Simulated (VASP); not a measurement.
# SrPb7Se8 (Fm-3m) in VASP: band structure with HSE06

Aim: the band structure of SrPb7Se8 with HSE06.

All numbers are computed with VASP 6.6.1; they aren't measurements. Logs are shortened: lines on timing, memory, paths and dates and some standing lists are left out, and cuts for length are marked.

### Step 1. The crystal as given

Symmetry: Fm-3m, No. 225, cubic system. Conventional cell: a = 12.241 Å, b = 12.241 Å, c = 12.241 Å, α = 90.00°, β = 90.00°, γ = 90.00°. Sr (site symmetry m-3m) is surrounded by 6 Se at 3.06 Å. Around Pb (site symmetry mmm) lie 6 Se at 3.06 Å. Pb (site symmetry m-3m) has 6 Se at 3.06 Å as nearest neighbours. Around Se (site symmetry -43m) lie 6 Pb at 3.06 Å. Se (site symmetry 4mm) has 5 Pb at 3.06 Å and 1 Sr at 3.06 Å as nearest neighbours.

The cell was built by a generator and needn't be a form met in nature.

### Step 2. Band structure, HSE06

POSCAR

```
SrPb7Se8                                
1.0
    0.0000000000      6.1207309892     -6.1207309892
   -6.1207309892      0.0000000000     -6.1207309892
   -6.1207309892      6.1207309892      0.0000000000
  Sr              Pb              Se            
     1     7     8
Direct
     0.5000000000000000    0.5000000000000000    0.0000000000000000
     0.0000000000000000    0.5000000000000000    0.0000000000000000
     0.5000000000000000    0.0000000000000000    0.0000000000000000
     0.0000000000000000    0.0000000000000000    0.0000000000000000
     0.5000000000000000    0.5000000000000000    0.5000000000000000
     0.0000000000000000    0.5000000000000000    0.5000000000000000
     0.5000000000000000    0.0000000000000000    0.5000000000000000
     0.0000000000000000    0.0000000000000000    0.5000000000000000
     0.7500000000000000    0.7500000000000000    0.2500000000000000
     0.2496382570015712    0.7503617429984288    0.2503617429984288
     0.7503617429984288    0.2496382570015712    0.2503617429984288
     0.2496382570015712    0.2496382570015712    0.2503617429984288
     0.7503617429984288    0.7503617429984288    0.7496382570015712
     0.2496382570015712    0.7503617429984288    0.7496382570015712
     0.7503617429984288    0.2496382570015712    0.7496382570015712
     0.2500000000000000    0.2500000000000000    0.7500000000000000
```

INCAR.step1

```
SYSTEM = SrPb7Se8
PREC = Accurate
ENCUT = 520
EDIFF = 1E-5
ISMEAR = 0
SIGMA = 0.03
LREAL = .FALSE.
LASPH = .TRUE.
NELM = 80
ALGO = Normal
ISIF = 2
LWAVE = .TRUE.
LCHARG = .FALSE.
NBANDS = 92
GGA = PE
```

INCAR.step2

```
SYSTEM = SrPb7Se8
PREC = Accurate
ENCUT = 520
EDIFF = 1E-6
ISMEAR = 0
SIGMA = 0.03
LREAL = .FALSE.
LASPH = .TRUE.
NELM = 80
ALGO = Normal
ISIF = 2
LWAVE = .FALSE.
LCHARG = .FALSE.
GGA = PE
LHFCALC = .TRUE.
HFSCREEN = 0.2
PRECFOCK = Fast
NBANDS = 92
ISTART = 1
```

KPOINTS

```
Automatic mesh
0
G
  2 2 2
  0 0 0
```

KPOINTS_OPT

```
explicit points
6
Reciprocal
 0.0000000000  0.0000000000  0.0000000000 1
 0.3750000000  0.3750000000  0.7500000000 1
 0.5000000000  0.5000000000  0.5000000000 1
 0.6250000000  0.2500000000  0.6250000000 1
 0.5000000000  0.2500000000  0.7500000000 1
 0.5000000000  0.0000000000  0.5000000000 1
```

Potentials or basis: VASP PAW PBE potentials, release 64 (Sr_sv, Pb_d, Se).

On the command line:

```
> cat potpaw_PBE.64/Sr_sv/POTCAR potpaw_PBE.64/Pb_d/POTCAR potpaw_PBE.64/Se/POTCAR > POTCAR
> cp INCAR.step1 INCAR
> mpirun -np 4 vasp_std > vasp.out
> cp INCAR.step2 INCAR
> mpirun -np 4 vasp_std > vasp.out
```

OUTCAR:

```text
SYSTEM = SrPb7Se8
   PREC = Accurate
   ENCUT = 520
   EDIFF = 1E-6
   ISMEAR = 0
   LREAL = .FALSE.
   LASPH = .TRUE.
   NELM = 80
   ISIF = 2
   GGA = PE
   LHFCALC = .TRUE.
   HFSCREEN = 0.2
   PRECFOCK = Fast
   ISTART = 1

 ion  position               nearest neighbor table
   1  0.500  0.500  0.000-  10 3.06  11 3.06  12 3.06  13 3.06  14 3.06  15 3.06   2 4.33   3 4.33
                             5 4.33   5 4.33   6 4.33   7 4.33   3 4.33   4 4.33   7 4.33   2 4.33
   2  0.000  0.500  0.000-   9 3.06  16 3.06  12 3.06  13 3.06  14 3.06  11 3.06   1 4.33   1 4.33

   3  0.500  0.000  0.000-   9 3.06  16 3.06  12 3.06  13 3.06  15 3.06  10 3.06   1 4.33   1 4.33

   4  0.000  0.000  0.000-   9 3.06  16 3.06  11 3.06  14 3.06  15 3.06  10 3.06   1 4.33   1 4.33

   5  0.500  0.500  0.500-   9 3.06  16 3.06  11 3.06  14 3.06  15 3.06  10 3.06   1 4.33   1 4.33

   6  0.000  0.500  0.500-   9 3.06  16 3.06  12 3.06  13 3.06  15 3.06  10 3.06   1 4.33   1 4.33

   7  0.500  0.000  0.500-   9 3.06  16 3.06  12 3.06  13 3.06  14 3.06  11 3.06   1 4.33   1 4.33

   8  0.000  0.000  0.500-  10 3.06  11 3.06  12 3.06  13 3.06  14 3.06  15 3.06
   9  0.750  0.750  0.250-   2 3.06   3 3.06   4 3.06   5 3.06   6 3.06   7 3.06
  10  0.250  0.750  0.250-   8 3.06   4 3.06   5 3.06   6 3.06   3 3.06   1 3.06
  11  0.750  0.250  0.250-   8 3.06   4 3.06   5 3.06   7 3.06   2 3.06   1 3.06
  12  0.250  0.250  0.250-   8 3.06   3 3.06   6 3.06   7 3.06   2 3.06   1 3.06
  13  0.750  0.750  0.750-   8 3.06   3 3.06   6 3.06   7 3.06   2 3.06   1 3.06
  14  0.250  0.750  0.750-   8 3.06   4 3.06   5 3.06   7 3.06   2 3.06   1 3.06
  15  0.750  0.250  0.750-   8 3.06   4 3.06   5 3.06   6 3.06   3 3.06   1 3.06
  16  0.250  0.250  0.750-   2 3.06   3 3.06   4 3.06   5 3.06   6 3.06   7 3.06

  LATTYP: Found a face centered cubic cell.
 ALAT       =    12.2414619784

  Lattice vectors:

 A1 = (   0.0000000000,   6.1207309892,  -6.1207309892)
 A2 = (  -6.1207309892,   0.0000000000,  -6.1207309892)
 A3 = (  -6.1207309892,   6.1207309892,   0.0000000000)

Analysis of symmetry for initial positions (statically):
=====================================================================
 Subroutine PRICEL returns:
 Original cell was already a primitive cell.

 Routine SETGRP: Setting up the symmetry group for a
 face centered cubic supercell.

 Subroutine GETGRP returns: Found 48 space group operations
 (whereof  8 operations were pure point group operations)
 out of a pool of 48 trial point group operations.

The static configuration has the point symmetry D_2h.
 The point group associated with its full space group is O_h .

Analysis of symmetry for dynamics (positions and initial velocities):
=====================================================================
 Subroutine PRICEL returns:
 Original cell was already a primitive cell.

 Routine SETGRP: Setting up the symmetry group for a
 face centered cubic supercell.

 Subroutine GETGRP returns: Found 48 space group operations
 (whereof  8 operations were pure point group operations)
 out of a pool of 48 trial point group operations.

The dynamic configuration has the point symmetry D_2h.
 The point group associated with its full space group is O_h .

 Subroutine INISYM returns: Found 48 space group operations
 (whereof  8 operations are pure point group operations),
 and found     1 'primitive' translations

----------------------------------------------------------------------------------------

                                     Primitive cell

  volume of cell :     458.6061

  direct lattice vectors                    reciprocal lattice vectors
     0.000000000  6.120730989 -6.120730989     0.081689589  0.081689589 -0.081689589
    -6.120730989  0.000000000 -6.120730989    -0.081689589 -0.081689589 -0.081689589
    -6.120730989  6.120730989  0.000000000    -0.081689589  0.081689589  0.081689589

  length of vectors
     8.656020777  8.656020777  8.656020777     0.141490519  0.141490519  0.141490519

  position of ions in fractional coordinates (direct lattice)
     0.500000000  0.500000000  0.000000000
     0.000000000  0.500000000  0.000000000
     0.500000000  0.000000000  0.000000000
     0.000000000  0.000000000  0.000000000
     0.500000000  0.500000000  0.500000000
     0.000000000  0.500000000  0.500000000
[... 8 lines left out ...]
     0.750361743  0.249638257  0.749638257
     0.250000000  0.250000000  0.750000000

  ion indices of the primitive-cell ions
   primitive index   ion index
                 1           1
                 2           2
                 3           3
                 4           4
                 5           5
                 6           6
[... 8 lines left out ...]
                15          15
                16          16

----------------------------------------------------------------------------------------

 KPOINTS: Automatic mesh

Automatic generation of k-mesh.
 Grid dimensions read from file:
 generate k-points for:    2    2    2

 Generating k-lattice:

  Cartesian coordinates                     Fractional coordinates (reciprocal lattice)
     0.040844795  0.040844795 -0.040844795     0.500000000  0.000000000  0.000000000
    -0.040844795 -0.040844795 -0.040844795     0.000000000  0.500000000  0.000000000
    -0.040844795  0.040844795  0.040844795     0.000000000  0.000000000  0.500000000

  Length of vectors
     0.070745259  0.070745259  0.070745259

  Shift w.r.t. Gamma in fractional coordinates (k-lattice)
     0.000000000  0.000000000  0.000000000

 Subroutine IBZKPT returns following result:
 ===========================================

 Found      3 irreducible k-points:

 Following reciprocal coordinates:
            Coordinates               Weight
  0.000000  0.000000  0.000000      1.000000
  0.500000  0.000000  0.000000      4.000000
  0.500000  0.500000  0.000000      3.000000
   k-points           NKPTS =      3   k-points in BZ     NKDIM =      8   number of bands    NBANDS=     92
   number of dos      NEDOS =    301   number of ions     NIONS =     16
   total plane-waves  NPLWV = 262144
   dimension x,y,z NGX =    64 NGY =   64 NGZ =   64
   dimension x,y,z NGXF=   128 NGYF=  128 NGZF=  128
   ions per type =               1   7   8
   NGX,Y,Z   is equivalent  to a cutoff of  12.29, 12.29, 12.29 a.u.
   NGXF,Y,Z  is equivalent  to a cutoff of  24.58, 24.58, 24.58 a.u.
 SYSTEM =  SrPb7Se8
   PREC   = accura    normal or accurate (medium, high low for compatibility)
   ISTART =      1    job   : 0-new  1-cont  2-samecut
   ICHARG =      0    charge: 1-file 2-atom 10-const
   ISPIN  =      1    spin polarized calculation?
   LNONCOLLINEAR =      F non collinear calculations
   LSORBIT =      F    spin-orbit coupling
   LASPH  =      T    aspherical Exc in radial PAW
   ENCUT  =  520.0 eV  38.22 Ry    6.18 a.u.  16.09 16.09 16.09*2*pi/ulx,y,z
   NELM   =     80;   NELMIN=  2; NELMDL=  0     # of ELM steps
   EDIFF  = 0.1E-05   stopping-criterion for ELM
   LREAL  =      F    real-space projection
   EDIFFG = 0.1E-04   stopping-criterion for IOM
   NSW    =      0    number of steps for IOM
   IBRION =     -1    ionic relax: 0-MD 1-quasi-New 2-CG
   NFREE  =      0    steps in history (QN), initial steepest desc. (CG)
   ISIF   =      2    stress and relaxation
   ISYM   =      3    0-nonsym 1-usesym 2-fastsym
   POTIM  = 0.5000    time-step for ionic-motion
   TEBEG  =    0.0;   TEEND  =   0.0 temperature during run
   PSTRESS=    0.0 pullay stress
   NELECT =     156.0000    total number of electrons
   NUPDOWN=      -1.0000    fix difference up-down
   EMIN   =  10.00;   EMAX   =-10.00  energy-range for DOS
   EFERMI =   0.00;   METHOD = LEGACY
   ISMEAR =     0;   SIGMA  =   0.03  broadening in eV -4-tet -1-fermi 0-gaus
   EFERMI_NEDOS =   21; number of points for ismear=-14 and -15
   IALGO  =     38    algorithm
   IMIX   =      1    mixing-type and parameters
     AMIX     =   0.40;   BMIX     =  1.00
     AMIX_MAG =   1.60;   BMIX_MAG =  1.00
  volume/ion in A,a.u.               =      28.66       193.43
  Fermi-wavevector in a.u.,A,eV,Ry     =   1.142799  2.159576 17.769057  1.305989
  Thomas-Fermi vector in A             =   2.279496
   LORBIT       =      0    0 simple, 1 ext, 2 COOP (PROOUT), +10 PAW based schemes
   GGA     = PE    functional components
   LHFCALC =     T    Hartree Fock is set to
   PRECFOCK=fast      Normal, Fast or Accurate (Low or Medium for compatibility)
   ENCUT4O =  -1.0   cutoff for four orbital integrals eV
   NKREDX  =     1    reduce k-point grid by
   NKREDY  =     1    reduce k-point grid by
   NKREDZ  =     1    reduce k-point grid by
   AEXX    =    0.2500 exact exchange contribution
   HFSCREEN=    0.2000 screening length (either q_TF or 0.3 A-1)
   HFSCREENC=   0.2000 screening length for correlation (either q_TF or 0.3 A-1)
   ENCUTFOCK=  -1.0 apply spherical cutoff to Coloumb kernel
   IVDW    =     0    specifies the selected vdW correction
   LEPSILON=     F    determine dielectric tensor
   LRPA    =     F    only Hartree local field effects (RPA)
 non-spin polarized calculation
 Gauss-broadening in eV      SIGMA  =   0.03
  energy-cutoff  :      520.00
  volume of cell :      458.61
 maximum number of plane-waves:     12390
  NGX = 36; NGY = 36; NGZ = 36

 number of electron     156.0000001 magnetization

 Free energy of the ion-electron system (eV)
  ---------------------------------------------------
  ext. energy  EPLUGINS =         0.00000000
  ---------------------------------------------------
  free energy    TOTEN  =       -78.68343825 eV

  energy without entropy =      -78.68343825  energy(sigma->0) =      -78.68343825

 E-fermi :   4.7018     XC(G=0):  -7.8660

 val. band max:        4.4656923864   @ k =   0.0000   0.0000   0.0000
 cond. band min:       5.2308422150   @ k =   0.0000   0.0000   0.0000
 fundamental gap:      0.7651498286
 Fermi energy:         4.7017875155

 k-point     1 :       0.0000    0.0000    0.0000
  band No.  band energies     occupation
      1     -33.0396      2.00000
      2     -14.2565      2.00000
      3     -14.2275      2.00000
      4     -14.2275      2.00000
      5     -14.1470      2.00000
      6     -14.1470      2.00000
[... 82 lines left out ...]
     89       8.0717      0.00000
     90       8.0722      0.00000

 k-point     2 :       0.5000    0.0000    0.0000
  band No.  band energies     occupation
      1     -33.0396      2.00000
      2     -14.2064      2.00000
      3     -14.1988      2.00000
      4     -14.1988      2.00000
      5     -14.1988      2.00000
      6     -14.1723      2.00000
[... 82 lines left out ...]
     89       8.4193      0.00000
     90       8.4193      0.00000

 k-point     3 :       0.5000    0.5000    0.0000
  band No.  band energies     occupation
      1     -33.0396      2.00000
      2     -14.2300      2.00000
      3     -14.1879      2.00000
      4     -14.1736      2.00000
      5     -14.1682      2.00000
      6     -14.1682      2.00000
[... 82 lines left out ...]
     89       8.4866      0.00000
     90       8.5087      0.00000
 [bands above 90 left out]

------------------------ aborting loop because EDIFF is reached ----------------------------------------

  FORCE on cell =-STRESS in cart. coord.  units (eV):
  Direction    XX          YY          ZZ          XY          YZ          ZX
  --------------------------------------------------------------------------------------
  -------------------------------------------------------------------------------------
  Total        5.1520218      5.1520218      5.1520218     -0.0000000      0.0000000      0.0000000
  in kB       17.9990010     17.9990010     17.9990010     -0.0000000      0.0000000      0.0000000
  external PRESSURE =      17.9990010 kB  Pullay stress =       0.0000000 kB

 VOLUME and BASIS-vectors are now :
 -----------------------------------------------------------------------------
  energy-cutoff  :      520.00
  volume of cell :      458.61
      direct lattice vectors                 reciprocal lattice vectors
     0.000000000  6.120730989 -6.120730989     0.081689589  0.081689589 -0.081689589
    -6.120730989  0.000000000 -6.120730989    -0.081689589 -0.081689589 -0.081689589
    -6.120730989  6.120730989  0.000000000    -0.081689589  0.081689589  0.081689589

 POSITION                                       TOTAL-FORCE (eV/Angst)
 -----------------------------------------------------------------------------------
     -3.06037      3.06037     -6.12073        -0.000000      0.000000      0.000000
     -3.06037      0.00000     -3.06037        -0.000000      0.000000      0.000000
      0.00000      3.06037     -3.06037        -0.000000      0.000000      0.000000
      0.00000      0.00000      0.00000        -0.000000      0.000000      0.000000
     -6.12073      6.12073     -6.12073        -0.000000      0.000000      0.000000
     -6.12073      3.06037     -3.06037        -0.000000      0.000000      0.000000
[... 8 lines left out ...]
     -6.11630      9.18110     -6.12073        -0.022354      0.000000      0.000000
     -6.12073      6.12073     -3.06037        -0.000000      0.000000     -0.000000
 -----------------------------------------------------------------------------------
    total drift:                                0.000037      0.000037      0.000004

  FREE ENERGIE OF THE ION-ELECTRON SYSTEM (eV)
  ---------------------------------------------------
  free  energy   TOTEN  =       -78.6834382464 eV

  energy  without entropy=      -78.6834382464  energy(sigma->0) =      -78.68343825
```

It took 30 min on 4 MPI ranks of Intel Xeon 6975P-C (Granite Rapids), shared host; peak memory 0.67 GiB.

Results:

- Free energy: -78.6834 eV
- Pressure: 1.8 GPa
- Largest force: 0.022 eV/Å
- Band gap on the k mesh: 0.77 eV, direct
- Band gap along the path: 0.77 eV, direct

Forces on the atoms (eV/Å):
```
Sr   0.000  0.000  0.000
Pb   0.000  0.000  0.000
Pb   0.000  0.000  0.000
Pb   0.000  0.000  0.000
Pb   0.000  0.000  0.000
Pb   0.000  0.000  0.000
Pb   0.000  0.000  0.000
Pb   0.000  0.000  0.000
Se   0.000  0.000  0.000
Se   0.022  0.000  0.000
Se   0.000 -0.022  0.000
Se   0.000  0.000 -0.022
Se   0.000  0.000  0.022
Se   0.000  0.022  0.000
Se  -0.022  0.000  0.000
Se   0.000  0.000  0.000
```

Caveat: the k mesh is coarse (spacing up to 0.44 Å⁻¹), so the values aren't converged, least of all with exact exchange; the PAW data sets were made with another functional, which shifts forces and pressure a little; spin-orbit coupling is left out, which as a rule narrows the gap of such compounds by several tenths of an eV.
